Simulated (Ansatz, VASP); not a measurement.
## One calculation of Na2Al2O, two programs

File INCAR:

```
PREC = Accurate
ENCUT = 600
EDIFF = 1E-6
ISMEAR = 0
SIGMA = 0.1
LREAL = F
LASPH = T
NELM = 100
ALGO = Normal
ISIF = 3
LWAVE = F
LCHARG = F
GGA = PE
IBRION = 2
NSW = 100
EDIFFG = -0.01
```

File KPOINTS:

```
regular mesh
0
Gamma
  12 12 8
```

The input POSCAR:

```
Na2Al2O
1.0
    4.4972567411      0.0000000000      0.0000000000
   -2.2486283706      3.8947385852      0.0000000000
    0.0000000000      0.0000000000      5.3619406560
Na Al O
2 2 1
Direct
    0.3333333333      0.6666666667      0.2886314983
    0.3333333333      0.6666666667      0.7113685017
    0.6666666667      0.3333333333      0.0000000000
    0.0000000000      0.0000000000      0.0000000000
    0.0000000000      0.0000000000      0.5000000000
```

Input for Ansatz:

```yaml
crystal:
  lattice:
    - [4.4972567411, 0.0, 0.0]
    - [-2.2486283706, 3.8947385852, 0.0]
    - [0.0, 0.0, 5.361940656]
  atoms:
    - { symbol: Na, position: [0.3333333333, 0.6666666667, 0.2886314983] }
    - { symbol: Na, position: [0.3333333333, 0.6666666667, 0.7113685017] }
    - { symbol: Al, position: [0.6666666667, 0.3333333333, 0.0] }
    - { symbol: Al, position: [0.0, 0.0, 0.0] }
    - { symbol: O, position: [0.0, 0.0, 0.5] }
basis:
  ecutwfc: 420
kpoints:
  mp_grid: { grid: [12, 12, 8] }
hamiltonian:
  xc: pbe
scf:
  occupations: { method: gaussian, width: 0.1 }
output:
  forces: true
  stress: true
  eigenvalues: true
relax:
  adjacent_minimum: "off"
  f_tol: 0.01
  max_steps: 80
  cell: { stress_tol: 0.05 }
```

Change from the starting cell: species swapped into the La2Cu2I type (P-6m2, No. 187).

Alike in both runs: task relaxation of cell and atoms; functional PBE; k mesh 12 × 12 × 8; occupations gaussian, width 0.1 eV; no spin polarisation.

|  | VASP | Ansatz |
| --- | --- | --- |
| version | VASP 6.6.1 | Ansatz 0.2.0 |
| potentials or method | VASP PAW PBE potentials, release 64 (Na_pv, Al, O) | scalar-relativistic, plane waves, PAW |
| plane-wave cutoff (eV) | 600 | 420 |
| valence electrons in the cell | 26 | 30 |

|  | VASP | Ansatz | Ansatz less VASP |
| --- | --- | --- | --- |
| gap on the k mesh at the Fermi level, each at its own relaxed structure (eV) | none | none | - |
| relaxed volume (Å³/atom) | 18.73 | 18.78 | +0.042 |
| relaxed cell length with the largest relative difference (Å) | 5.312 | 5.323 | +0.0108 |

A gap of «none» marks a metal or a gap that the smearing closes. The two sets of potentials don't hold the same shells in valence.
